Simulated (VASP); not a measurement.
Level of theory: PBE GGA, VASP's PBE PAW potentials (set 64) (plane waves; VASP).

A VASP calculation is set up with these files.

### POSCAR
```
ErGe2
1
    4.4399800000     0.0000000000     0.0000000000
   -2.2199900000     3.8451350000     0.0000000000
    0.0000000000     0.0000000000     4.8074410000
Er Ge
1 2
Direct
  0.0000000000   0.0000000000   0.0000000000
  0.3333330000   0.6666670000   0.5000000000
  0.6666670000   0.3333330000   0.5000000000
```

File KPOINTS:
```
Automatic mesh
0
Gamma
  6 6 5
0 0 0
```

INCAR:
```
SYSTEM = ErGe2
PREC = Accurate
ENCUT = 400
EDIFF = 1E-6
NELM = 100
ALGO = Normal
LREAL = .FALSE.
LASPH = .TRUE.
ISMEAR = 1
SIGMA = 0.1
GGA = PE
LMAXMIX = 6
LWAVE = .FALSE.
LCHARG = .FALSE.
ISIF = 2
```

POTCAR, in this order: Er_3 Ge_d (PBE.64 set). Program: vasp_std.

Output

OSZICAR:
```
       N       E                     dE             d eps       ncg     rms          rms(c)
DAV:   1     0.248315697851E+03    0.24832E+03   -0.16623E+04  1172   0.302E+03
DAV:   2     0.197986069476E+02   -0.22852E+03   -0.22608E+03  1420   0.728E+02
DAV:   3    -0.118248984559E+02   -0.31624E+02   -0.31161E+02  1342   0.173E+02
DAV:   4    -0.140852846880E+02   -0.22604E+01   -0.21396E+01  1240   0.402E+01
DAV:   5    -0.142975727503E+02   -0.21229E+00   -0.21196E+00  1492   0.968E+00    0.101E+01
DAV:   6    -0.138081115903E+02    0.48946E+00   -0.16711E+00  1688   0.181E+01    0.692E+00
DAV:   7    -0.137943156306E+02    0.13796E-01   -0.32658E-01  1502   0.548E+00    0.306E+00
DAV:   8    -0.137973744004E+02   -0.30588E-02   -0.88524E-02  1440   0.228E+00    0.228E-01
DAV:   9    -0.137932171127E+02    0.41573E-02   -0.31784E-02  1432   0.147E+00    0.115E-01
DAV:  10    -0.137929189999E+02    0.29811E-03   -0.16781E-03  1454   0.470E-01    0.689E-02
DAV:  11    -0.137929371676E+02   -0.18168E-04   -0.54518E-04  1456   0.141E-01    0.515E-02
DAV:  12    -0.137929234335E+02    0.13734E-04   -0.64898E-05  1438   0.670E-02    0.201E-02
DAV:  13    -0.137929233886E+02    0.44854E-07   -0.65232E-06   862   0.199E-02
   1 F= -.13792923E+02 E0= -.13792084E+02  d E =-.251760E-02
```

**OUTCAR**
```
------------------------ aborting loop because EDIFF is reached ----------------------------------------
  FORCE on cell =-STRESS in cart. coord.  units (eV):
  Direction    XX          YY          ZZ          XY          YZ          ZX
  --------------------------------------------------------------------------------------
  Total       -2.8172079     -2.8172072     -6.9099141      0.0000000     -0.0000000      0.0000000
  in kB      -54.9949631    -54.9949496   -134.8890387      0.0000000     -0.0000000      0.0000000
  external PRESSURE =     -81.6263171 kB  Pullay stress =       0.0000000 kB
  volume of cell :       82.07
      direct lattice vectors                 reciprocal lattice vectors
     4.439980000  0.000000000  0.000000000     0.225226240  0.130034446  0.000000000
    -2.219990000  3.845135000  0.000000000     0.000000000  0.260068892  0.000000000
     0.000000000  0.000000000  4.807441000     0.000000000  0.000000000  0.208010873
 POSITION                                       TOTAL-FORCE (eV/Angst)
 -----------------------------------------------------------------------------------
      0.00000      0.00000      0.00000        -0.000000      0.000000      0.000000
     -0.00000      2.56342      2.40372         0.000000      0.000000      0.000000
      2.21999      1.28171      2.40372        -0.000000     -0.000000      0.000000
 -----------------------------------------------------------------------------------
    total drift:                                0.000000      0.000000      0.000000
  FREE ENERGIE OF THE ION-ELECTRON SYSTEM (eV)
  ---------------------------------------------------
  free  energy   TOTEN  =       -13.7929233886 eV

  energy  without entropy=      -13.7904057899  energy(sigma->0) =      -13.79208419
```
(Selected blocks of OUTCAR.)

The 4f electrons are frozen in the core of the lanthanide potential, so 4f levels, which can set the real gap, and their magnetism are missing.

The structure was generated: ErGe2 was put into the AlB2 type (P6/mmm), which need not be its known phase. The cell was not relaxed at this level. The electron count is odd and the run is not spin-polarised, which forces a metal.
